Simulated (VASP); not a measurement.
These are vdW-DF-cx, VASP's PBE PAW potentials (set 64) (plane waves; VASP) values and carry that method's errors.

Input for VASP

### KPOINTS
```
Automatic mesh
0
Gamma
6 6 3
0 0 0
```

### POSCAR
```
MgI2
1
    2.0648266241    -3.5763842023     0.0000000000
    2.0648266241     3.5763842023    -0.0000000000
   -0.0000000000    -0.0000000000     6.8937153843
Mg I
1 2
Direct
  1.0000000000   0.0000000000   0.0000000000
  0.3333330000   0.6666670000   0.2417661996
  0.6666670000   0.3333330000   0.7582338004
```

**INCAR**
```
AGGAC = 0.0
ALGO = Normal
EDIFF = 1E-6
EDIFFG = -0.02
ENCUT = 520
GGA = CX
IBRION = 2
ISIF = 3
ISMEAR = 0
LASPH = .TRUE.
LCHARG = .FALSE.
LMAXMIX = 4
LREAL = .FALSE.
LUSE_VDW = .TRUE.
LWAVE = .FALSE.
NELM = 100
NSW = 60
PREC = Accurate
SIGMA = 0.05
SYSTEM = MgI2
```

POTCAR, in this order: Mg I (PBE.64 set). Program: vasp_std.

Q: What does the run give for the energy per atom (σ→0), volume per atom?

A: 
energy per atom (σ→0): -0.900 eV/atom
volume per atom: 34.34 Å³/atom

File OSZICAR:
```
...
       N       E                     dE             d eps       ncg     rms          rms(c)
DAV:   1    -0.271046772639E+01   -0.11186E-01   -0.18571E-01   464   0.234E+00    0.469E-01
DAV:   2    -0.270306562148E+01    0.74021E-02   -0.12902E-02   432   0.710E-01    0.223E-01
DAV:   3    -0.270124769734E+01    0.18179E-02   -0.58313E-03   436   0.381E-01    0.138E-01
DAV:   4    -0.270122088756E+01    0.26810E-04   -0.10197E-04   560   0.781E-02    0.135E-01
DAV:   5    -0.270118560825E+01    0.35279E-04   -0.93285E-05   448   0.564E-02    0.118E-02
DAV:   6    -0.270118558801E+01    0.20241E-07   -0.50019E-06   484   0.156E-02
   2 F= -.27011856E+01 E0= -.27011856E+01  d E =-.190349E-02
```

The compound is MgI2 in the 1T layered structure. This run relaxes it. Symmetry was kept, so distortions that lower it aren't found. The start is the result of an earlier pass.
